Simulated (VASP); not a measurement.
These are optB88-vdW, VASP's PBE PAW potentials (set 64) (plane waves; VASP 6.6.1) values and carry that method's errors.

Input for VASP

File POSCAR:
```
NiAl
1
    2.8887378039    -0.0000000000     0.0000000000
   -0.0000000000     2.8887378039     0.0000000000
   -0.0000000000    -0.0000000000     2.8887378039
Al Ni
1 1
Direct
  0.5000000000   0.5000000000   0.5000000000
  0.0000000000   0.0000000000   0.0000000000
```

INCAR:
```
# general
SYSTEM   = NiAl
PREC     = Accurate
ENCUT    = 520
LREAL    = .FALSE.
LASPH    = .TRUE.

# electronic loop
EDIFF    = 1E-7
NELM     = 100
ALGO     = Normal
LMAXMIX  = 4

# smearing
ISMEAR   = -5

# functional
GGA      = BO
LUSE_VDW = .TRUE.
AGGAC    = 0.0
PARAM1   = 0.1833333333
PARAM2   = 0.22

# ions
ISIF     = 2

# output
LWAVE    = .FALSE.
LCHARG   = .TRUE.
LORBIT   = 11
NEDOS    = 601
```

**KPOINTS**
```
Automatic mesh
0
Gamma
14 14 14
0 0 0
```

POTCAR, in this order: Al Ni (PBE.64 set). Program: vasp_std.

Task: Estimate the energy per atom (σ→0), band gap (on the k-mesh).

Result: 
The energy per atom (σ→0) comes out as -3.121 eV/atom and the band gap (on the k-mesh) is none (metal, semimetal or under 0.01 eV).

### OSZICAR
```
...
DAV:   8    -0.625425452765E+01    0.24216E-02   -0.27941E-01  2894   0.627E+00    0.978E-01
DAV:   9    -0.624278783794E+01    0.11467E-01   -0.51238E-02  2788   0.387E+00    0.133E-01
DAV:  10    -0.624263721089E+01    0.15063E-03   -0.12233E-03  2738   0.539E-01    0.618E-02
DAV:  11    -0.624263654873E+01    0.66217E-06   -0.35113E-05  2938   0.606E-02    0.173E-02
DAV:  12    -0.624263392044E+01    0.26283E-05   -0.17289E-06  2682   0.149E-02    0.403E-03
DAV:  13    -0.624263361140E+01    0.30904E-06   -0.29461E-07  1814   0.606E-03    0.189E-03
DAV:  14    -0.624263370950E+01   -0.98095E-07   -0.39947E-08  1286   0.255E-03
   1 F= -.62426337E+01 E0= -.62426337E+01  d E =0.000000E+00
```

The compound is NiAl in the CsCl type structure. It was relaxed first. The run is not spin-polarised, so no magnetic state was tried. The electron count is odd and the run is not spin-polarised, which forces a metal.
